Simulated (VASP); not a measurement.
Given:

```
CELL_PARAMETERS angstrom
      1.56177    -2.70506     0.00000
      1.56177     2.70506     0.00000
      0.00000     0.00000     5.13259
ATOMIC_POSITIONS crystal
  Si 0.66667 0.33333 0.49971
  Si 0.33333 0.66667 0.99971
  C  0.66667 0.33333 0.87529
  C  0.33333 0.66667 0.37529
```

All values below come from vdW-DF2, VASP's PBE PAW potentials (set 64) (plane waves; VASP 6.6.1). Run with 520 eV cut-off, Gaussian smearing of 0.050 eV, potentials Si C.

Question: What does the run give for the band gap (along the path) with the smallest direct gap where there is one?

Answer: 
```
Item                                   Result
------------------------------------  -------
band gap (along the path)             2.87 eV
smallest direct gap (along the path)  4.30 eV
```

The compound is SiC in the wurtzite structure, the rare 2H polytype. It was relaxed first.
